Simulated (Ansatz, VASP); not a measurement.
# Cross-check of Ti (Titanium) between VASP and Ansatz, part 2 of 2

One calculation is typed for both programs; each brings its own data sets. How far apart do they land? The cell is taken from a series of runs on this material, whose earlier steps may have relaxed, scaled, displaced or heated it; both programs get it as it stands.

VASP 6.6.1 and Ansatz 0.2.0.

So far: Starting point; VASP: zone-centre phonons, LDA.

**3. Ansatz: zone-centre phonons, LDA**

Level of this step: Ansatz beside VASP: Kohn-Sham DFT, plane waves, LDA (Ansatz).

Ansatz runs on its PAW soft_1 files.

The same cell, functional (in two slightly different forms), mesh and smearing now go to Ansatz, which takes its cutoff from its data sets.

input.yaml

```yaml
crystal:
  lattice:
    - [2.8833852133, 0.0, 0.0]
    - [-1.4416926067, 2.4970848436, 0.0]
    - [0.0, 0.0, 4.5613640513]
  atoms:
    - { symbol: Ti, position: [0.3333333333, 0.6666666667, 0.25] }
    - { symbol: Ti, position: [0.6666666667, 0.3333333333, 0.75] }
kpoints:
  mp_grid: { grid: [18, 18, 12] }
hamiltonian:
  xc: lda
  pseudopotentials: { kind: paw, azcp: { folder: soft_1 }, xc_functional: pbe }
scf:
  occupations: { method: methfessel_paxton, width: 0.2 }
output:
  eigenvalues: true
phonons:
  method: dfpt
```

On the command line:

```console
$ ansatz run input.yaml --threads 4 --pin off --max-ram 10240MiB --backend cpu --events-out ev --progress --plain --runs-dir out
```

Numbers of over 12 decimals in the logs are rounded to 6 here.

Output:

```text
zone centre: on kpoints.mp_grid the ground state, and the responses unless they are solved on pairs of k-points, stand on 637 of the mesh's 3888 k-points, reduced under 4 symmetry operations, with k and −k counted as one. Each operation leaves every solved displacement unchanged or reverses it
Engine: ansatz 0.2.0, x86_64-unknown-linux-gnu
Pseudopotentials: kind: paw
Pseudopotential: Ti, paw, valence charge 12, recommended cutoff 420 eV (normal), soft_1/Ti.paw.azcp
Functional definition: SPW92
  exchange = slater_x
  correlation = pw_c
Crystal: 2 atoms, lattice volume = 32.842 Å³
Basis set: ecut = 420 eV, 627 PW (Γ), exchange–correlation on 40×40×64 points (8 copies of the dense FFT grid, shifted against one another)
Bands: 16, of which v1, the nominal top of the filled ones, is band 12 counted from 1 (11 counted from 0)
Symmetry: 24 space group operations
k-points: 637 of 3888 (irreducible under 4 space group operations, time reversal used)
Non-local potential: Ti, projectors of the file, l = 0: 3, l = 1: 2, l = 2: 3, l = 3: 1
PAW form: soft (Blöchl's): semilocal exchange-correlation on the pseudo side does not see the compensation charge
PAW frozen core: Ti, regenerated for the run's functional, and the local potential with it (the file was generated under x = pbe(κ = 0.804, μ = 0.219515), c = pbe(β = 0.066725))
PAW one-centre angular grid: Ti, 590 points (default); XC on 64 Gauss nodes
Initial density: superposition of atomic densities (chi_scale 0.1, normalization cell)
Initial wavefunctions: pseudopotential atomic-orbital guess
Functional: x = slater, c = lda
SCF iter   1: F=—  HF=-4901.030386 eV  |F-HF|=—  |Δ(HF+E_count)|=         —  Δρ=6.12e-2  dr2=1.23e0  ethr=3.10e-3  ⟨swp⟩=4.4  Hψ=89665  notcnv=0
automatic band count: the SCF goes on with 20 bands, as 16 were too few: they end inside the smearing window of the response
preconditioner: auto → none  [metal: Δε(μ)=0.002 eV  Ē_g=4.725 eV  σ=0.200 eV  W_gap=0.01  n_scr=8 (ndim 8)  ℏωp=18.3 eV  f_vac=0.000  D(μ)=1.60/eV (n_scr^D=22)  sad-step TF]
SCF iter   2: F=—  HF=-4900.747758 eV  |F-HF|=—  |Δ(HF+E_count)|=   2.83e-1  S|Δr|=    0.00e0  Δρ=3.46e-2  dr2=4.14e-1  ethr=3.10e-3  ⟨swp⟩=2.0  Hψ=21440  notcnv=0  defer=877
SCF iter   3: F=—  HF=-4900.610595 eV  |F-HF|=—  |Δ(HF+E_count)|=   1.37e-1  S|Δr|=    0.00e0  Δρ=1.24e-3  dr2=2.97e-4  ethr=1.73e-3  ⟨swp⟩=2.7  Hψ=21528  notcnv=0  defer=877
SCF iter   4: F=—  HF=-4900.610647 eV  |F-HF|=—  |Δ(HF+E_count)|=   5.20e-5  S|Δr|=    0.00e0  Δρ=1.16e-4  dr2=2.56e-6  ethr=1.24e-6  ⟨swp⟩=2.5  Hψ=22413  notcnv=0  defer=838
SCF iter   5: F=—  HF=-4900.610652 eV  |F-HF|=—  |Δ(HF+E_count)|=   4.31e-6  S|Δr|=    0.00e0  Δρ=5.89e-5  dr2=7.84e-7  ethr=1.07e-8  ⟨swp⟩=2.0  Hψ=20280  notcnv=0  defer=838
SCF iter   6: F=—  HF=-4900.610651 eV  |F-HF|=—  |Δ(HF+E_count)|=   2.35e-7  S|Δr|=    0.00e0  Δρ=9.31e-6  dr2=1.42e-8  ethr=3.27e-9  ⟨swp⟩=3.0  Hψ=19588  notcnv=0  defer=838
SCF iter   7: F=—  HF=-4900.610651 eV  |F-HF|=—  |Δ(HF+E_count)|=   6.31e-9  S|Δr|=    0.00e0  Δρ=9.02e-7  dr2=1.61e-10  ethr=5.92e-11  ⟨swp⟩=3.0  Hψ=20127  notcnv=0  defer=838
SCF iter   8: F=-4900.610651 eV  HF=-4900.610651 eV  |F-HF|=9.09e-13  |Δ(HF+E_count)|=  9.46e-11  S|Δr|=    0.00e0  Δρ=2.26e-8  dr2=4.22e-14  ethr=1.00e-12  ⟨swp⟩=8.9  Hψ=50285  notcnv=0
SCF 1 converged in 8 iterations: F = -4900.610651 eV  dr2 = 4.22e-14
  greatest PAW one-centre occupation: 0.998 electrons in one spin orbital (limit 2), on the Ti atom at site 1 (counted from 0), in its partial waves of l = 0
DFPT response loops at Γ: preconditioner auto → Kerker (q_TF=auto, 2.589 Å⁻¹) (partly filled bands, converged f_vac=0.000); β = 1.00, the filter's whole step (`scf.mixing.beta` (0.50) is not read by the response loops under this deck's `scf.mixing.preconditioner`; to damp them name `kerker` or `kerker_dos`, under which they read `scf.mixing.beta`, and type it under 1.00, their step now; both keys bind the ground state too); Broyden in place of MSR1
SCF converged after 8 iterations
Stability not checked: this state was not tested for a lower state beside it, because cold or Methfessel-Paxton smearing, or corrected tetrahedra, fill the levels in a way that the test cannot read (fill_not_monotonic; see scf.lower_state_search)
Free energy (F): -4900.610651 eV
Harris-Foulkes:  -4900.610651 eV  (|F-HF|=9.09e-13)
Internal energy: -4900.614651 eV  (E = F + TS)
E sigma→0 (E₀):  -4900.611651 eV
Entropy (-TS):   0.003999 eV (2.000 meV/atom)
Fermi energy:    13.880298 eV
--- Per-component energies (eV) ---
  E_band       = -296.325315
  E_kinetic    = 564.587971
  E_local      = -1692.604489  (includes V_loc(G=0)·N_el)
  E_nonlocal   = 129.981953
  E_hartree    = 671.599539
  E_xc         = -230.846929
  E_vxc        = -290.851340  (∫ρ·V_xc dr)
  E_paw        = -1988.188318  (= ΣΔE_a)
  E_vpaw       = -350.638331  (= ΣTr[D̂ρ^β])
  E_aug_tail   = -0.000159  (compensation charges beyond the density's cutoff)
  E_ewald      = -2355.796120
  E_core_change = 0.651901  (= ΣΔE_core)
  E_smearing   = 0.003999  (= −TS)
  E_closure    = -0.000000  (closes the sum)
  Σ components = -4900.610651   (vs F -4900.610651, Δ=0.00e0)
--- Band table (eV; the first three rows and the last of 637) ---
  k-point 0: bands = [... 8 lower, 7.6437, 11.0562, 14.6437, 14.6437, 14.7893, 14.9064, 15.1888, 15.1888, ... 4 higher]
  k-point 1: bands = [... 8 lower, 7.7058, 11.0369, 14.6089, 14.6089, 14.7541, 14.7856, 15.1525, 15.1525, ... 4 higher]
  k-point 2: bands = [... 8 lower, 7.8894, 10.9639, 14.4899, 14.5377, 14.5377, 14.6528, 15.0542, 15.0542, ... 4 higher]
  k-point 636: bands = [... 8 lower, 11.7877, 11.7877, 13.2849, 13.2849, 13.7854, 13.7854, 15.4910, 15.4910, ... 4 higher]
--- Phonons (Γ-DFPT): 2 representative perturbations + reference, on 637 of 3888 k-points (Σ response iterations 6) ---
  k mesh reduced under 4 symmetry operations, with k and −k counted as one. Each operation leaves every solved displacement unchanged or reverses it
  ASR residual: 5.511e-6 → 0.000e0 eV/Å²; symmetrization residual: 4.085e-10 eV/Å²
  ASR residual per site (eV/Å²): 5.51e-6 5.51e-6
  Γ frequencies (cm⁻¹): 0.00 0.00 0.00 116.62 116.62 190.27
  non-analytic LO–TO correction: not included (Born effective charges unavailable; polar crystals: no LO–TO splitting at Γ)
```

**4. Comparison**

Known differences besides the potentials themselves: the two LDA forms differ slightly; the cutoff is 420 eV in Ansatz and 500 eV in VASP; VASP's log shows a relativistic correction to its local exchange, Ansatz's none. Total energies have different zeros and are not compared.

Both answers:

```tsv
quantity	Ansatz	VASP	difference
optical mode 1 to 2 (cm⁻¹)	116.6	116.6	+0.02 %
optical mode 3 (cm⁻¹)	190.3	192.8	-1.29 %
```

Modes are paired by rising frequency, not by their patterns, so a pair may set unlike modes beside each other; they are those without the splitting of longitudinal modes.

**5. Summary of results**

| Quantity | Value |
| --- | --- |
| r.m.s. difference of the optical zone-centre modes, each program's sorted by frequency (zone-centre phonons, LDA) | 1.4 cm⁻¹ |
| difference in optical mode 3 (zone-centre phonons, LDA) | -1.3 % |

In words: The r.m.s. difference of the optical zone-centre modes, each program's sorted by frequency is 1.4 cm⁻¹ (zone-centre phonons, LDA). Among the rows given in per cent, the largest difference of the zone-centre phonons, LDA pair is in optical mode 3, -1.3 %. Such differences can come from data sets, numerical settings and the points named under the comparisons, not from the functional's error against experiment.

[Lines on the potential files, build, host, timing and source positions are cut from VASP's logs without a mark.]

[Logs are printed without paths, hosts, clocks, repeated set-up lines and the standing remarks that a program may print on its own settings, such as how far it seeks lower states.]

[Hosts, paths, dates, database ids (printed as entryN), source tags and the programs' standing remarks are cut or masked in the printed files.]
